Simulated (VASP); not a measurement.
The input files of a VASP run:

KPOINTS:
```
Automatic mesh
0
Gamma
9 9 6
0 0 0
```

INCAR:
```
ALGO  =  Normal
EDIFF  =  1E-6
ENCUT  =  450
GGA  =  PE
ISIF  =  2
ISMEAR  =  1
LASPH  =  .TRUE.
LCHARG  =  .FALSE.
LMAXMIX  =  4
LREAL  =  .FALSE.
LWAVE  =  .FALSE.
NELM  =  100
PREC  =  Accurate
SIGMA  =  0.1
SYSTEM  =  SiGe
```

File POSCAR:
```
SiGe
10.4392280
  0.3587430986   0.0000000000   0.0000000000
 -0.1793715014   0.3106806365   0.0000000000
  0.0000000000   0.0000000000   0.5000000000
Ge Si
2 2
direct
  0.0000000000   0.0000000000   0.0000000000
  0.0000000000   0.0000000000   0.5000000000
  0.3333330000   0.6666670000   0.2500000000
  0.6666670000   0.3333330000   0.7500000000
```

POTCAR, in this order: Ge_d Si (PBE.64 set). Program: vasp_std.

Question: Translate this PBE calculation to Quantum ESPRESSO's pw.x.

Answer: One equivalent input (not run):
```
&CONTROL
  calculation = 'scf'
  pseudo_dir = './pseudo'
  outdir = './out'
  tprnfor = .true.
  tstress = .true.
/
&SYSTEM
  ibrav = 0
  nat = 4
  ntyp = 2
  ecutwfc = 78
  occupations = 'smearing'
  smearing = 'methfessel-paxton'
  degauss = 0.00735
  input_dft = 'pbe'
/
&ELECTRONS
  conv_thr = 7.3e-08
  electron_maxstep = 100
/
ATOMIC_SPECIES
  Ge 72.630 Ge.upf
  Si 28.085 Si.upf
CELL_PARAMETERS angstrom
     3.7450010    0.0000000    0.0000000
    -1.8725000    3.2432660    0.0000000
     0.0000000    0.0000000    5.2196140
ATOMIC_POSITIONS crystal
  Ge   0.0000000  0.0000000  0.0000000
  Ge   0.0000000  0.0000000  0.5000000
  Si   0.3333330  0.6666670  0.2500000
  Si   0.6666670  0.3333330  0.7500000
K_POINTS automatic
  9 9 6 0 0 0
```
What does not carry over: the potentials are each code's own (VASP's PAW set, PseudoDojo norm-conserving files in pw.x), so ENCUT and ecutwfc are chosen apart and not converted; conv_thr bounds pw.x's estimated SCF error, while EDIFF bounds the energy change between steps.

The structure was generated: SiGe was put into the NiAs type (P6_3/mmc), which need not be its known phase. The cell was not relaxed at this level. The run is one of a series of settings (ENCUT = 450 against the base run), some of them coarse on purpose.
